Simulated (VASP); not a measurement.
OSZICAR of a VASP run on PbS (rock salt):

### OSZICAR
```
       N       E                     dE             d eps       ncg     rms          rms(c)
DAV:   1    -0.103794382515E+02   -0.10379E+02   -0.41103E-01   532   0.866E+00    0.915E-01
DAV:   2    -0.103837106102E+02   -0.42724E-02   -0.26182E-02   496   0.122E+00    0.515E-01
DAV:   3    -0.103829110162E+02    0.79959E-03   -0.20759E-03   638   0.603E-01    0.309E-01
DAV:   4    -0.103827545535E+02    0.15646E-03   -0.38842E-04   558   0.251E-01    0.176E-01
DAV:   5    -0.103827211201E+02    0.33433E-04   -0.57576E-05   562   0.107E-01    0.947E-02
DAV:   6    -0.103827074249E+02    0.13695E-04   -0.94670E-06   472   0.460E-02    0.474E-02
DAV:   7    -0.103827032068E+02    0.42182E-05   -0.40827E-06   490   0.223E-02    0.228E-02
DAV:   8    -0.103827023841E+02    0.82267E-06   -0.10849E-06   278   0.111E-02
   1 F= -.10382702E+02 E0= -.10382702E+02  d E =-.636024E-12
```

### Question
Which electronic solver shows in the log?

### Answer
It is blocked Davidson (ALGO = Normal, or the opening steps of other solvers). The INCAR had ALGO = Normal.

### Question
Can the final energy be trusted as converged?

### Answer
The calculation finished and met its thresholds. It stopped with EDIFF = 1E-6, NELM = 60 (HSE06 screened hybrid, plane waves, VASP's PBE PAW potentials (set 64)).

The compound is PbS in the rock salt structure. This cell is one point of a volume scan, at 0.91 of the reference volume. The cell's shape comes from a PBE relaxation.
